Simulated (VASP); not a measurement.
Given:

```
Sb
1.0
    4.20521    -2.24905     0.02490
    4.20521     2.24905     0.02490
    2.98048     0.00000     3.72282
Sb
2
Cartesian
  2.63222   0.00000   0.87178
  8.75868   0.00000   2.90083
```

Method: RPBE GGA, VASP's PBE PAW potentials (set 64) (plane waves; VASP). Settings: 520 eV cut-off, 7×7×7 Γ-centred mesh, Gaussian smearing of 0.050 eV, potentials Sb.

**Question.** The ions and cell shape at fixed volume are relaxed. Which structure does the run end with?

**Answer.** 
```
Sb
1.0
    4.35793    -2.20280     0.10361
    4.35793     2.20280     0.10361
    3.15839     0.00000     3.72549
Sb
2
Direct
  0.22766   0.22766   0.22766
  0.77234   0.77234   0.77234
```
Space group R-3m (166), at a tolerance of 0.03 Å.

**Question.** How much energy does the relaxation gain?

**Answer.** The energy (σ→0) changes by -7.8 meV/atom, in 8 ionic steps.

The compound is Sb in the a7 structure. This cell is one point of a volume scan, at 1.06 of the reference volume. Symmetry was kept, so distortions that lower it aren't found.
